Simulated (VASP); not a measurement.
A convergence study with VASP on CdTe (zinc blende): one setting is varied, all else stays as given below, so the limit is that of these other settings.

```
CELL_PARAMETERS angstrom
      0.00000     3.24000     3.24000
      3.24000     0.00000     3.24000
      3.24000     3.24000     0.00000
ATOMIC_POSITIONS crystal
  Cd 0.00000 0.00000 0.00000
  Te 0.25000 0.25000 0.25000
```

Calculation: PBE GGA, VASP's PBE PAW potentials (set 64) (plane waves; VASP 6.6.1). The tightest run used: 600 eV cut-off, 6×6×6 Γ-centred mesh, Gaussian smearing of 0.010 eV, potentials Cd Te.

```csv
setting,mean ε∞,highest Γ mode (cm⁻¹),plane waves
ENCUT = 200,14.52,142.1,447
ENCUT = 300,13.66,147.2,821
ENCUT = 400,13.56,147.1,1258
```

### Question
These are the cheaper rows. Estimate the results at ENCUT = 600, and how far the last row shown lies from them.

### Answer

```json
[
 {"quantity": "mean ε∞", "tightest run": "13.53", "last row shown is off by": "0.03"},
 {"quantity": "highest Γ mode (cm⁻¹)", "tightest run": "147.0", "last row shown is off by": "0.1"}
]
```

Left out are rungs that failed or repeat a setting and relaxations that didn't move; long series are thinned to 24 rows.

The compound is CdTe in the zinc blende structure. The cell was not relaxed at this level.
